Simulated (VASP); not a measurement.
All values below come from PBE GGA, VASP's PBE PAW potentials (set 64) (plane waves; VASP).

Input for VASP

**POSCAR**
```
In
5.0490
 -0.3282828283   0.3282828283   0.5000000000
  0.3282828283  -0.3282828283   0.5000000000
  0.3282828283   0.3282828283  -0.5000000000
In
1
Cartesian
  0.0000000000   0.0000000000   0.0000000000
```

INCAR:
```
! general
SYSTEM  = In
PREC    = Accurate
ENCUT   = 800
LREAL   = .FALSE.   ! projection in real space or not
LASPH   = .TRUE.   ! aspherical one-centre terms

! electronic loop
EDIFF   = 1E-6   ! SCF stop (eV)
NELM    = 100
ALGO    = Normal   ! blocked Davidson
LMAXMIX = 4   ! l cut-off of mixed one-centre charges

! smearing
ISMEAR  = 1   ! Methfessel-Paxton
SIGMA   = 0.1

! functional
GGA     = PE

! ions
ISIF    = 2

! output
LWAVE   = .FALSE.
LCHARG  = .FALSE.
```

### KPOINTS
```
Automatic mesh
0
Gamma
14 14 14
0 0 0
```

POTCAR, in this order: In_d (PBE.64 set). Program: vasp_std.

Unless said otherwise, spin-orbit coupling is left out, though it shifts the bands of the heavy elements here.

Question: What does the run give for the energy per atom (σ→0), band gap (on the k-mesh)?

Answer: 
The energy per atom (σ→0) is -247.1 kJ/mol of atoms and the band gap (on the k-mesh) comes out as none (metal, semimetal or under 0.01 eV).

OSZICAR:
```
...
DAV:   5    -0.258455516552E+01   -0.31884E-02   -0.31882E-02  6036   0.198E+00    0.202E+00
DAV:   6    -0.256476292094E+01    0.19792E-01   -0.40068E-02  5650   0.429E+00    0.100E+00
DAV:   7    -0.256109918954E+01    0.36637E-02   -0.12969E-02  5706   0.227E+00    0.233E-01
DAV:   8    -0.256091134915E+01    0.18784E-03   -0.77211E-04  5862   0.554E-01    0.304E-02
DAV:   9    -0.256091684360E+01   -0.54944E-05   -0.15056E-05  6410   0.596E-02    0.117E-02
DAV:  10    -0.256091795890E+01   -0.11153E-05   -0.13223E-06  4278   0.140E-02    0.243E-03
DAV:  11    -0.256091793318E+01    0.25726E-07   -0.17111E-07  2770   0.786E-03
   1 F= -.25609179E+01 E0= -.25608600E+01  d E =-.173691E-03
```

The compound is In in the bct structure. The cell was not relaxed at this level. The run is one of a series of settings (ENCUT = 800 against the base run), some of them coarse on purpose.
